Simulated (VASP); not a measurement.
Here is the system:

```
CELL_PARAMETERS angstrom
      0.00000     3.08790     3.08790
      3.08790     0.00000     3.08790
      3.08790     3.08790     0.00000
ATOMIC_POSITIONS crystal
  Mg 0.25000 0.25000 0.25000
  Mg 0.75000 0.75000 0.75000
  Sn 0.00000 0.00000 0.00000
```

Level of theory: PBEsol GGA, VASP's PBE PAW potentials (set 64) (plane waves; VASP). Settings: 480 eV cut-off, 8×8×8 Γ-centred mesh, first-order Methfessel-Paxton smearing of 0.10 eV, potentials Mg Sn_d.

Unless said otherwise, spin-orbit coupling is left out, though it shifts the bands of the heavy elements here.

Question: Estimate the energy per atom (σ→0), pressure, band gap (on the k-mesh) with the smallest direct gap where there is one.

Answer: 
| Quantity | Result |
|---|---|
| band gap (on the k-mesh) | none (metal, semimetal or under 0.01 eV) |
| energy per atom (σ→0) | -2.482 eV/atom |
| pressure | 20.01 GPa |

The absolute energy has meaning only against runs of the same code, potentials and settings.

The compound is Mg2Sn in the antifluorite structure. It was relaxed first under an external pressure of 20 GPa.
